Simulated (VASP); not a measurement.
SrTiO$_{3}$ (space group Pm-3m): the band gap from VASP (plane waves, PAW) at several levels of theory. Gaps are without spin-orbit coupling. Each level names its cell: its own relaxed one, PBE's, or the starting one. A gap is the smallest over the k-mesh and a band path; hybrids may have named points in place of the path, and GW has the mesh alone. mBJ is a potential without an energy functional, so only the levels count. The mesh is coarse and the basis finite, so the quasiparticle values are not converged.

```csv
level,band gap (eV)
mBJ (TB09) (PBE cell),2.74
G0W0@PBE (starting cell),3.55
```

The cell of the mBJ (TB09) (PBE cell) run:

```
CELL_PARAMETERS angstrom
      3.94121     0.00000     0.00000
      0.00000     3.94121     0.00000
      0.00000     0.00000     3.94121
ATOMIC_POSITIONS crystal
  Sr 0.00000 0.00000 0.00000
  Ti 0.50000 0.50000 0.50000
  O  0.50000 0.00000 0.50000
  O  0.00000 0.50000 0.50000
  O  0.50000 0.50000 0.00000
```

Only levels that ran to the end are used. Left out are those held back, those with too coarse a band path, GW runs whose mesh misses a band edge, hybrids' fits of cells that aren't cubic and levels without matching references; a question may draw on a part of the rest.

The structure comes from a computed database's SrTiO3 entry (Pm-3m); how it stands against other phases isn't given here.
